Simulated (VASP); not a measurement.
# AlCr2 (space group I4/mmm): computed properties

Computed with PBEsol GGA, VASP's PBE PAW potentials (set 64) (plane waves; VASP).

For AlCr2, the space group comes out as I4/mmm (139) and the cell comes out as a = 2.918 Å, b = 2.918 Å, c = 8.557 Å, α = 90.00°, β = 90.00°, γ = 90.00°. The volume per atom is 12.14 Å^3/atom and the band gap (over mesh and band path) comes out as none (metal, semimetal or under 0.01 eV). The density is 5.97 g/cm³.

AlCr2 is taken in the tetragonal space group I4/mmm (No. 139), Pearson symbol tI6. Cell: a = b = 2.9181 Å, c = 8.5572 Å, α = β = γ = 90.00°. Al on 2a has 10 Cr at 2.600–2.697 Å and 4 Al at 2.918 Å. Cr on 4e is coordinated by 4 Cr at 2.345 Å and 4 Cr at 2.918 Å and 1 Cr at 3.164 Å and 5 Al at 2.600–2.697 Å. (Neighbours: up to the widest gap in distance over summed covalent radii, below 1.35, at either atom.)
(The calculation used a cell of 3 atoms; values per cell refer to that cell.)

The structure comes from a computed database's AlCr2 entry (I4/mmm); how it stands against other phases isn't given here. It was relaxed first. Symmetry was kept, so distortions that lower it aren't found. The run is not spin-polarised, so no magnetic state was tried. The electron count is odd and the run is not spin-polarised, which forces a metal.
